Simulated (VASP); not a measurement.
Runs of VASP 6.6.1 on Si2Ni. The structure is cubic, space group Fm-3m (No. 225). The conventional cell has a = 5.392 Å, b = 5.392 Å, c = 5.392 Å, α = 90.00°, β = 90.00°, γ = 90.00°. Around Si (site symmetry -43m) lie 4 Ni at 2.34 Å. Ni (site symmetry m-3m) has 8 Si at 2.34 Å as nearest neighbours. The cell comes from a database or a generator and needn't be the stable form of this composition.

```csv
level,k mesh,cutoff (eV),smearing,gap on the mesh (eV),pressure (GPa),moment (μB)
r2SCAN,14 × 14 × 14,520,gaussian 0.1 eV,none,-0.9,0.00
PBEsol,14 × 14 × 14,700,gaussian 0.1 eV,none,0.2,0.00
PBEsol,14 × 14 × 14,900,gaussian 0.1 eV,none,0.2,0.00
PBEsol,20 × 20 × 20,520,gaussian 0.1 eV,none,(a),0.00
PBEsol,14 × 14 × 14,520,gaussian 0.5 eV,none,0.2,0.00
```

Alike in all rows: task single point; potentials or basis VASP PAW PBE potentials, release 64 (Si, Ni); spin collinear, ferromagnetic start; cell as given.

Question: Estimate the missing entries.

Answer: (a) 0.1.

Caveats: the PAW data sets were made with another functional, which shifts forces and pressure a little.

A gap of «none» marks a metal or a gap under the smearing width.
